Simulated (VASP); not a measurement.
These are PBE GGA, VASP's PBE PAW potentials (set 64) (plane waves; VASP) values and carry that method's errors.

The input files of a VASP run:

KPOINTS:
```
Automatic mesh
0
Gamma
8 8 4
0 0 0
```

INCAR:
```
LWAVE=.FALSE.
LREAL=.FALSE.   ! projection in real space or not
LMAXMIX=6   ! l cut-off of mixed one-centre charges
NEDOS=601
ISIF=2   ! forces and stress, cell fixed
LORBIT=11
NELM=100   ! most electronic steps
PREC=Accurate
ISMEAR=-5   ! tetrahedra, Bloechl
LASPH=.TRUE.   ! aspherical one-centre terms
ALGO=Normal   ! blocked Davidson
LEFG=.TRUE.
ENCUT=400
GGA=PE
SYSTEM=PtS2
EDIFF=1E-7   ! SCF stop (eV)
LCHARG=.TRUE.
```

POSCAR:
```
PtS2
1
    1.7866999911    -3.0946552350     0.0000000000
    1.7866999911     3.0946552350     0.0000000000
    0.0000000000     0.0000000000     6.1396516845
Pt S
1 2
Direct
  0.0000000000   0.0000000000   0.0000000000
  0.3333330000   0.6666670000   0.1995896865
  0.6666670000   0.3333330000   0.8004103135
```

POTCAR, in this order: Pt S (PBE.64 set). Program: vasp_std.

Question: What will the output report for the number of irreducible k-points (NKPTS), number of bands (NBANDS), largest plane-wave count, number of space-group operations, FFT grid (NGX, NGY, NGZ)?

Answer: 
* **number of irreducible k-points (NKPTS)**: 35
* **number of bands (NBANDS)**: 15
* **largest plane-wave count**: 1275
* **number of space-group operations**: 12
* **FFT grid (NGX, NGY, NGZ)**: 24 × 24 × 40

The compound is PtS2 in the 1T layered structure. It was relaxed first, which changed the volume by +24 %.
